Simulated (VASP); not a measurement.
# A VASP study of AlPbBrO2 (LDA): structure first, properties next, part 4 of 4

Wanted: the relaxed cell of AlPbBrO2 and its properties. The cell is invented: it takes the structure of a Materials Project entry for BiPbBrO2 (space group 107 there), with some of its atoms replaced by other elements, volume scaled by an estimate. It may not be a known or stable phase.

VASP 6.6.1; LDA; plane waves and PAW (Pb_d, Br, Al, O); invented cell.

So far, gap on the k-mesh (eV): step 2 (rough relaxation of the start cell) 2.35; step 3 (full relaxation (LDA)) 2.31; step 6 (density of states (LDA)) 2.29. The relaxed cell has a = 3.653, c = 12.598 Å (conventional setting).

### Step 7. Field gradients at the nuclei (LDA)

Field gradients probe how far the charge around each nucleus departs from cubic symmetry; LASPH keeps the non-spherical terms inside the spheres.

The input, INCAR:

```
SYSTEM = AlPbBrO2
PREC = Accurate
ENCUT = 520
EDIFF = 1E-07
NELM = 100
ISMEAR = 0
SIGMA = 0.05
LREAL = .FALSE.
ALGO = Normal
GGA = CA
NBANDS = 24
LORBIT = 11
LWAVE = .FALSE.
LCHARG = .FALSE.
KPAR = 2
LEFG = .TRUE.
LASPH = .TRUE.
```

The input, POSCAR:

```
AlPbBrO2
1.0
   -1.8262696103      1.8262696103      6.2990807958
    1.8262696103     -1.8262696103      6.2990807958
    1.8262696103      1.8262696103     -6.2990807958
Pb Br Al O
1 1 1 2
Direct
    0.6477336405      0.6477336405      0.0000000000
    0.0038263149      0.0038263149      0.0000000000
    0.2992374436      0.2992374436      0.0000000000
    0.7746008005      0.2746008005      0.5000000000
    0.2746008005      0.7746008005      0.5000000000
```

The input, KPOINTS:

```
Automatic mesh
0
Gamma
9 9 9
0 0 0
```

The projector-augmented-wave data sets are Pb_d, Br, Al and O (LDA family, release 64).

On the command line:

```sh
$ mpirun -np 2 vasp_std
```

The log of the run:

```text
[... set-up lines as in an earlier step ...]
 entering main loop
       N       E                     dE             d eps       ncg     rms          rms(c)
DAV:   1     0.338751609441E+03    0.33875E+03   -0.17566E+04  3600   0.156E+03
DAV:   2     0.438846137949E+01   -0.33436E+03   -0.31907E+03  3888   0.408E+02
[... 3 cycles as in an earlier step ...]
DAV:   6    -0.305078455827E+02    0.46815E+01   -0.18136E+01  5440   0.354E+01    0.488E+00
DAV:   7    -0.303938512371E+02    0.11399E+00   -0.11103E+00  3968   0.720E+00    0.276E+00
DAV:   8    -0.302984264818E+02    0.95425E-01   -0.34501E-01  4680   0.417E+00    0.688E-01
DAV:   9    -0.302861788945E+02    0.12248E-01   -0.48496E-02  5752   0.222E+00    0.257E-01
DAV:  10    -0.302866554041E+02   -0.47651E-03   -0.80223E-03  4520   0.636E-01    0.139E-01
DAV:  11    -0.302866279082E+02    0.27496E-04   -0.70900E-04  4752   0.184E-01    0.527E-02
DAV:  12    -0.302866279598E+02   -0.51628E-07   -0.47562E-05  4648   0.623E-02    0.644E-03
DAV:  13    -0.302866279366E+02    0.23249E-07   -0.12556E-05  5264   0.246E-02    0.435E-03
DAV:  14    -0.302866279006E+02    0.36019E-07   -0.12645E-06  5408   0.111E-02    0.166E-03
DAV:  15    -0.302866279530E+02   -0.52406E-07   -0.21195E-07  3520   0.373E-03
ion   1
     0.0000000     0.0000000     0.0000000     1.0196156     0.0000000    -0.0000000
     0.0000688     0.0000000     0.0000000     1.0196156     0.0000000    -0.0000000
     0.0000947     0.0000000     0.0000000     1.0196156     0.0000000    -0.0000000
     0.0001304     0.0000000     0.0000000     1.0196156     0.0000000    -0.0000000
     0.0001796     0.0000000     0.0000000     1.0196155     0.0000000    -0.0000000

     0.0000000     0.0000000    -0.0000000    74.9003039    -0.0000000    -0.0000000
     0.0000688     0.0000000    -0.0000000    74.8384356    -0.0000000    -0.0000000
     0.0000947     0.0000000    -0.0000000    74.8117202    -0.0000000    -0.0000000
     0.0001304     0.0000000    -0.0000000    74.7726974    -0.0000000    -0.0000000
     0.0001796     0.0000000    -0.0000000    74.7160144    -0.0000000    -0.0000000

ion   2
     0.0000000     0.0000000     0.0000000    -1.1568108     0.0000000     0.0000000
     0.0000501     0.0000000     0.0000000    -1.1568108     0.0000000     0.0000000
     0.0000689     0.0000000     0.0000000    -1.1568108     0.0000000     0.0000000
     0.0000949     0.0000000     0.0000000    -1.1568108     0.0000000     0.0000000
     0.0001307     0.0000000     0.0000000    -1.1568108     0.0000000     0.0000000

     0.0000000     0.0000000     0.0000000   -61.2817015     0.0000000     0.0000000
     0.0000501     0.0000000     0.0000000   -61.2788322     0.0000000     0.0000000
     0.0000689     0.0000000     0.0000000   -61.2772317     0.0000000     0.0000000
     0.0000949     0.0000000     0.0000000   -61.2746422     0.0000000     0.0000000
     0.0001307     0.0000000     0.0000000   -61.2704729     0.0000000     0.0000000

ion   3
     0.0000000     0.0000000    -0.0000000    -3.6514267    -0.0000000     0.0000000
     0.0000349     0.0000000    -0.0000000    -3.6514267    -0.0000000     0.0000000
     0.0000480     0.0000000    -0.0000000    -3.6514267    -0.0000000     0.0000000
     0.0000661     0.0000000    -0.0000000    -3.6514267    -0.0000000     0.0000000
     0.0000910     0.0000000    -0.0000000    -3.6514267    -0.0000000     0.0000000

     0.0000000     0.0000000    -0.0000000   -56.4685091    -0.0000000     0.0000000
     0.0000349     0.0000000    -0.0000000   -56.4684336    -0.0000000     0.0000000
     0.0000480     0.0000000    -0.0000000   -56.4683865    -0.0000000     0.0000000
     0.0000661     0.0000000    -0.0000000   -56.4683076    -0.0000000     0.0000000
     0.0000910     0.0000000    -0.0000000   -56.4681767    -0.0000000     0.0000000

ion   4
     0.0000000    -0.0000000     0.0000000    -8.7550449     0.0000000    14.7295324
     0.0000293    -0.0000000     0.0000000    -8.7550448     0.0000000    14.7295323
     0.0000403    -0.0000000     0.0000000    -8.7550448     0.0000000    14.7295322
     0.0000555    -0.0000000     0.0000000    -8.7550447     0.0000000    14.7295320
     0.0000765    -0.0000000     0.0000000    -8.7550445     0.0000000    14.7295316

     0.0000000    -0.0000000     0.0000000   -22.3065374     0.0000000    49.5999566
     0.0000293    -0.0000000     0.0000000   -22.3065324     0.0000000    49.5999435
     0.0000403    -0.0000000     0.0000000   -22.3065290     0.0000000    49.5999348
     0.0000555    -0.0000000     0.0000000   -22.3065232     0.0000000    49.5999199
     0.0000765    -0.0000000     0.0000000   -22.3065135     0.0000000    49.5998948

ion   5
     0.0000000     0.0000000     0.0000000    -8.7550449     0.0000000   -14.7295324
     0.0000293     0.0000000     0.0000000    -8.7550448     0.0000000   -14.7295323
     0.0000403     0.0000000     0.0000000    -8.7550448     0.0000000   -14.7295322
     0.0000555     0.0000000     0.0000000    -8.7550447     0.0000000   -14.7295320
     0.0000765     0.0000000     0.0000000    -8.7550445     0.0000000   -14.7295316

     0.0000000     0.0000000     0.0000000   -22.3065374     0.0000000   -49.5999566
     0.0000293     0.0000000     0.0000000   -22.3065324     0.0000000   -49.5999435
     0.0000403     0.0000000     0.0000000   -22.3065290     0.0000000   -49.5999348
     0.0000555     0.0000000     0.0000000   -22.3065232     0.0000000   -49.5999199
     0.0000765     0.0000000     0.0000000   -22.3065135     0.0000000   -49.5998948

   1 F= -.30286628E+02 E0= -.30286628E+02  d E =-.241963E-17
```

Elapsed: 3.9 min, on 2 MPI ranks of AMD EPYC 7R43, shared host; peak memory 0.74 GiB; 7.8 min of CPU time.

OUTCAR, selected parts (step 7):

```text
   NELECT =      36.0000    total number of electrons

 E-fermi :   4.8270

 k-point     1 :       0.0000    0.0000    0.0000
  band No.  band energies     occupation
    ...
     14       2.9512      2.00000
     15       3.1799      2.00000
     16       3.1799      2.00000
     17       3.5021      2.00000
     18       3.5021      2.00000
     19       7.4873      0.00000
     20       8.5360      0.00000
     21      10.7234      0.00000
     22      10.7234      0.00000
     23      11.2230      0.00000
    ...

  Total        0.0161654      0.0161654      0.0012659      0.0000000     -0.0000000      0.0000000
  in kB        0.3081991      0.3081991      0.0241352      0.0000000     -0.0000000      0.0000000
  external PRESSURE =       0.2135112 kB  Pullay stress =       0.0000000 kB

 POSITION                                       TOTAL-FORCE (eV/Angst)
 -----------------------------------------------------------------------------------
      0.00000      0.00000      8.16025         0.000000      0.000000     -0.009397
      0.00000      0.00000      0.04820         0.000000      0.000000      0.004216
      0.00000      0.00000      3.76984        -0.000000     -0.000000     -0.009132
      0.00000      1.82627      3.45947        -0.000000      0.000000      0.007157
      1.82627      0.00000      3.45947         0.000000     -0.000000      0.007157
 -----------------------------------------------------------------------------------
    total drift:                               -0.000000     -0.000000     -0.000914

  FREE ENERGIE OF THE ION-ELECTRON SYSTEM (eV)
  ---------------------------------------------------
  free  energy   TOTEN  =       -30.2866279530 eV

  energy  without entropy=      -30.2866279530  energy(sigma->0) =      -30.28662795

 Electric field gradients after diagonalization (V/A^2)
 (convention: |V_zz| > |V_xx| > |V_yy|)
----------------------------------------------------------------------
 ion       V_xx      V_yy      V_zz     asymmetry (V_yy - V_xx)/ V_zz
----------------------------------------------------------------------
   1      47.622    47.620   -95.242       0.000
   2     -38.590   -38.590    77.180       0.000
   3     -38.321   -38.321    76.641       0.000
   4      43.987    25.165   -69.152       0.272
   5      43.987    25.165   -69.152       0.272
----------------------------------------------------------------------

[... 9 parts as in an earlier step ...]

[... 8 further parts left out ...]
```

This step gave:

```yaml
scf_cycles: 15
bands: 24
irreducible_k_points: 75
fermi_energy: 4.827 eV
pressure: 0.02135 GPa
valence_top_at_k: -0.2222, 0.2222, 0
conduction_bottom_at_k: -0.4444, -0.4444, 0.4444
least_direct_gap_at_k: -0.4444, -0.4444, 0.4444
gap_on_the_k_mesh: 2.308 eV
least_direct_gap_on_the_k_mesh: 2.575 eV
```

Electric field gradients, by row:

| atom | Vxx (V/Å²) | Vyy (V/Å²) | Vzz (V/Å²) | asymmetry |
| --- | --- | --- | --- | --- |
| Pb1 | 47.62 | 47.62 | -95.24 | 0 |
| Br2 | -38.59 | -38.59 | 77.18 | 0 |
| Al3 | -38.32 | -38.32 | 76.64 | 0 |
| O4 | 43.99 | 25.16 | -69.15 | 0.272 |
| O5 | 43.99 | 25.16 | -69.15 | 0.272 |

The largest gradient, -95.24 V/Å², sits on Pb1; the stable nuclei of Pb have no quadrupole moment in their ground state, so NMR and NQR don't see it.

### Step 8. Elastic constants (LDA)

IBRION = 6 with ISIF = 3 strains the cell both ways at fixed fractional positions, and adds the ions' share afterwards from the force constants. Stress converges slowly with the basis, so the cutoff is raised.

INCAR: that of step 7 with these lines changed.

```diff
@@ -2,3 +2,3 @@
 PREC = Accurate
-ENCUT = 520
+ENCUT = 560
 EDIFF = 1E-07
@@ -15,3 +15,6 @@
 KPAR = 2
-LEFG = .TRUE.
-LASPH = .TRUE.
+IBRION = 6
+NFREE = 2
+POTIM = 0.015
+ISIF = 3
+NSW = 1
```

POSCAR is that of step 7.

KPOINTS is that of step 7.

On the command line:

```sh
$ mpirun -np 2 vasp_std
```

The log of the run:

```text
[... set-up lines as in an earlier step ...]
 entering main loop
       N       E                     dE             d eps       ncg     rms          rms(c)
DAV:   1     0.348569481893E+03    0.34857E+03   -0.18230E+04  3600   0.165E+03
DAV:   2     0.597811037800E+01   -0.34259E+03   -0.32695E+03  3888   0.422E+02
DAV:   3    -0.337965662809E+02   -0.39775E+02   -0.39068E+02  4728   0.141E+02
DAV:   4    -0.351443067876E+02   -0.13477E+01   -0.13458E+01  4128   0.289E+01
[...]
DAV:  13    -0.302887394538E+02    0.41108E-07   -0.12561E-05  5216   0.247E-02    0.439E-03
DAV:  14    -0.302887394178E+02    0.36012E-07   -0.12773E-06  5416   0.112E-02    0.170E-03
DAV:  15    -0.302887394705E+02   -0.52676E-07   -0.21388E-07  3536   0.376E-03
   1 F= -.30288739E+02 E0= -.30288739E+02  d E =-.242534E-17
[... from here on, the cycles between the ionic steps are left out ...]
   2 F= -.30276409E+02 E0= -.30276409E+02  d E =-.286366E-17
   3 F= -.30275295E+02 E0= -.30275295E+02  d E =-.118915E-15
   4 F= -.30276409E+02 E0= -.30276409E+02  d E =-.288917E-17
   5 F= -.30275295E+02 E0= -.30275295E+02  d E =-.119011E-15
   6 F= -.30282853E+02 E0= -.30282853E+02  d E =-.738904E-11
[...]
hard stop encountered!  aborting job ...
[...]
|     The electronic self-consistency was not achieved in the given           |
[...]
soft stop encountered!  aborting job ...
   7 F= -.30283038E+02 E0= -.30283038E+02  d E =-.135872E-12
 deleting file STOPCAR
```

Run time: 30 min. Hardware: 2 MPI ranks; peak memory 1.2 GiB.

The run was stopped at its time limit, by a STOPCAR file.

More ranks or a longer limit would be the way on.

### Step 9. Results

- relaxed volume: 16.81 Å³/atom
- relaxed conventional cell a, b, c: 3.653, 3.653, 12.598 Å
- space group after relaxing, within 0.02 Å: I4mm (No. 107)
- band gap: 2.28 eV, indirect (least direct gap of that run 2.53 eV)
- gap among the points of the DOS mesh alone, an upper bound: 2.29 eV
- largest field gradient Vzz: -95.24 V/Å² on Pb1

With LDA, AlPbBrO2 relaxes to 16.81 Å³/atom in space group I4mm (held by the symmetry of the run) and has an indirect gap of 2.28 eV. Not obtained: elastic constants (LDA), because the run hit its time limit. Band structure (LDA): On this path the gap is indirect, 2.28 eV, with the valence top between Γ and X and the conduction bottom at Z. The least direct gap is 2.53 eV. Spin-orbit coupling is left out, and with elements this heavy it would split and shift bands near the edges, and it can change the kind of a small gap. No search among competing phases was made. All values are for a static lattice at zero temperature.

[Lines on the potential files, build, host, timing and source positions are cut from VASP's logs without a mark.]

[Logs are printed without paths, hosts, clocks, repeated set-up lines and the standing remarks that a program may print on its own settings, such as how far it seeks lower states.]

[Hosts, paths, dates, database ids (printed as entryN), source tags and the programs' standing remarks are cut or masked in the printed files.]

[A measured line is paired with the nearest computed mode of its activity, which favours agreement.]
